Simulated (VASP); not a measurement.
Data:

```xyz
5
Lattice="4.2041 0.0000 0.0000 0.0000 4.2041 0.0000 0.0000 0.0000 4.2041" Properties=species:S:1:pos:R:3 pbc="T T T"
Ba     0.0000     0.0000     0.0000
Zr     2.1020     2.1020     2.1020
O      2.1020     0.0000     2.1020
O      0.0000     2.1020     2.1020
O      2.1020     2.1020     0.0000
```

All values below come from r2SCAN+rVV10, VASP's PBE PAW potentials (set 64) (plane waves; VASP). Numerical set-up: 520 eV cut-off, 6×6×6 Γ-centred mesh, tetrahedra with Blöchl corrections, potentials Ba_sv Zr_sv O.

The cores are frozen, which limits the accuracy of field gradients.

Problem. Give the principal components of the electric field gradient (V/Å²) and the asymmetry η at each nucleus.

Solution. 
```csv
atom,Vxx,Vyy,Vzz,η
Ba1,0.0,0.0,0.0,-
Zr2,0.0,0.0,0.0,-
O3,7.1,7.1,-14.2,0.00
O4,7.1,7.1,-14.2,0.00
O5,7.1,7.1,-14.2,0.00
```

The compound is BaZrO3 in the cubic perovskite structure. It was relaxed first.
